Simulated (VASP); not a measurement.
Input:

```
Pd2SrSi2
1.0
   -2.15218     2.15218     5.00017
    2.15218    -2.15218     5.00017
    2.15218     2.15218    -5.00017
Sr Si Pd
1 2 2
Direct
  0.00000   0.00000   0.00000
  0.37361   0.37361   0.00000
  0.62639   0.62639   0.00000
  0.25000   0.75000   0.50000
  0.75000   0.25000   0.50000
```

Level of theory: LDA (Ceperley-Alder, Perdew-Zunger), VASP's LDA PAW potentials (set 64) (plane waves; VASP 6.6.1). Run with 300 eV cut-off, 9×9×9 Γ-centred mesh, Gaussian smearing of 0.20 eV, potentials Sr_sv Si Pd.

**Question.** Give the energies of bands 9 to 22 at the high-symmetry points, in eV from the Fermi level.

**Answer.** 
```json
[
 {"band": "9", "Γ": "-4.60", "X": "-3.87", "P": "-3.81", "N": "-4.38", "M": "-4.62", "S": "-4.32", "R": "-4.12"},
 {"band": "10", "Γ": "-4.60", "X": "-3.73", "P": "-3.81", "N": "-4.11", "M": "-4.59", "S": "-4.16", "R": "-3.71"},
 {"band": "11", "Γ": "-3.19", "X": "-3.70", "P": "-3.51", "N": "-3.85", "M": "-3.80", "S": "-4.16", "R": "-3.54"},
 {"band": "12", "Γ": "-3.19", "X": "-3.54", "P": "-3.43", "N": "-3.80", "M": "-3.37", "S": "-3.81", "R": "-3.51"},
 {"band": "13", "Γ": "-2.76", "X": "-3.33", "P": "-3.42", "N": "-3.52", "M": "-3.37", "S": "-3.55", "R": "-3.35"},
 {"band": "14", "Γ": "-2.64", "X": "-2.95", "P": "-3.42", "N": "-3.40", "M": "-3.20", "S": "-3.28", "R": "-3.17"},
 {"band": "15", "Γ": "-2.48", "X": "-2.78", "P": "-2.77", "N": "-3.34", "M": "-2.48", "S": "-3.19", "R": "-2.95"},
 {"band": "16", "Γ": "-1.97", "X": "-2.75", "P": "-2.77", "N": "-3.31", "M": "-1.53", "S": "-3.07", "R": "-2.83"},
 {"band": "17", "Γ": "-1.53", "X": "-2.73", "P": "-2.37", "N": "-2.51", "M": "-0.86", "S": "-3.00", "R": "-2.79"},
 {"band": "18", "Γ": "-0.86", "X": "-1.29", "P": "-1.06", "N": "-1.39", "M": "-0.86", "S": "0.15", "R": "-1.08"},
 {"band": "19", "Γ": "-0.86", "X": "-0.85", "P": "-1.06", "N": "0.22", "M": "1.09", "S": "0.27", "R": "-0.84"},
 {"band": "20", "Γ": "0.83", "X": "-0.64", "P": "-0.60", "N": "1.80", "M": "1.40", "S": "0.61", "R": "-0.29"},
 {"band": "21", "Γ": "1.82", "X": "-0.47", "P": "-0.60", "N": "2.44", "M": "3.41", "S": "2.88", "R": "-0.11"},
 {"band": "22", "Γ": "1.82", "X": "3.08", "P": "2.67", "N": "2.61", "M": "3.67", "S": "3.15", "R": "3.13"}
]
```

It has no gap at this level: it comes out as a metal or semimetal.

The structure comes from a computed database's Pd2SrSi2 entry; how it stands against other phases isn't given here. The cell was not relaxed at this level.
